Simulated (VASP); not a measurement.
A convergence study with VASP on I (space group no. 64 when undisturbed): one setting is varied, all else stays as given below, so the limit is that of these other settings. One atom is moved off its site, so that forces are finite.

```
CELL_PARAMETERS angstrom
      2.40218    -3.64590     0.00000
      2.40218     3.64590     0.00000
      0.00000     0.00000     9.81937
ATOMIC_POSITIONS crystal
  I  0.84600 0.84600 0.88809
  I  0.65400 0.65400 0.38300
  I  0.34600 0.34600 0.61700
  I  0.15400 0.15400 0.11700
```

The numbers are results of PBE GGA, VASP's PBE PAW potentials (set 64) (plane waves; VASP 6.6.1), not measurements. The tightest run used: 720 eV cut-off, 6×6×3 Γ-centred mesh, Fermi-Dirac smearing of 0.020 eV, potentials I.

Unless said otherwise, spin-orbit coupling is left out, though it shifts the bands of the heavy elements here. Gaps are read on the run's mesh, which can miss a band edge.

```csv
setting,E (eV/atom),pressure (GPa),largest force (eV/Å),gap on the mesh (eV),plane waves
ENCUT = 105,-1.5518,-3.00,0.887,1.229,430
ENCUT = 120,-1.5027,-1.19,0.847,1.232,524
ENCUT = 135,-1.4892,-0.22,0.835,1.233,626
ENCUT = 150,-1.4796,0.32,0.817,1.243,730
ENCUT = 165,-1.4775,0.62,0.804,1.247,839
```

**Question.** These are the cheaper rows. Estimate the results at ENCUT = 720, and how far the last row shown lies from them.

**Answer.** 
```
quantity              tightest run  last row shown is off by
--------------------  ------------  ------------------------
E (eV/atom)                -1.4818                    0.0043
pressure (GPa)                1.09                     -0.47
largest force (eV/Å)         0.767                     0.037
gap on the mesh (eV)         1.255                    -0.008
```

Left out are rungs that failed or repeat a setting and relaxations that didn't move; long series are thinned to 24 rows.

The structure is a typed I crystal (space group no. 64). The cell was not relaxed at this level, it is distorted from the ideal structure.
